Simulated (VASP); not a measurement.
A run of VASP 6.6.1 is set up as follows.

The input INCAR:

```
  PREC = Accurate
  ENCUT = 520
  EDIFF = 1E-6
  ISMEAR = 0
  SIGMA = 0.05
  LREAL = F
  LASPH = T
  NELM = 120
  ALGO = Normal
  ISIF = 2
  LWAVE = F
  LCHARG = F
  ISPIN = 2
  MAGMOM = 4 -4 0 0
  LORBIT = 11
  LMAXMIX = 6
  LDAU = T
  LDAUTYPE = 2
  LDAUL = 3 -1
  LDAUU = 5 0
  LDAUJ = 0 0
  LDAUPRINT = 1
  GGA = PE
```

Contents of KPOINTS:

```
Automatic mesh
0
Gamma
  5 5 5
```

POSCAR

```
PmSe
1.0
    0.0000000000      3.2231904100      3.2231904100
    3.2231904100      0.0000000000      3.2231904100
    6.4463808200      6.4463808200      0.0000000000
Pm Se
2 2
Direct
    0.0000000000      0.0000000000      0.0000000000
    0.0000000000      0.0000000000      0.5000000000
    0.2500000000      0.2500000000      0.1250000000
    0.2500000000      0.2500000000      0.6250000000
```

Potentials or basis: VASP PAW PBE potentials, release 64 (Pm, Se).

The run is started by

```sh
$ cat potpaw_PBE.64/Pm/POTCAR potpaw_PBE.64/Se/POTCAR > POTCAR
$ mpirun -np 1 vasp_std > vasp.out
```

Question: What does it give for the site moments?

Answer: Pm +4.36, -4.36; Se -0.03, +0.03 μB.

Question: What does it give for the net moment?

Answer: 0.00 μB per cell.

Question: What does it give for the band gap on the k mesh?

Answer: None (metal or under the smearing width).

Stress tensor (GPa, compression positive):
```
 5.78  0.11 -0.11
 0.11  5.78 -0.11
-0.11 -0.11  5.78
```

Caveat: the magnetic or orbital state may not be the lowest; spin-orbit coupling is left out, which moves the levels of the heavy elements. The state reached can hang on the start; a lower one may exist.
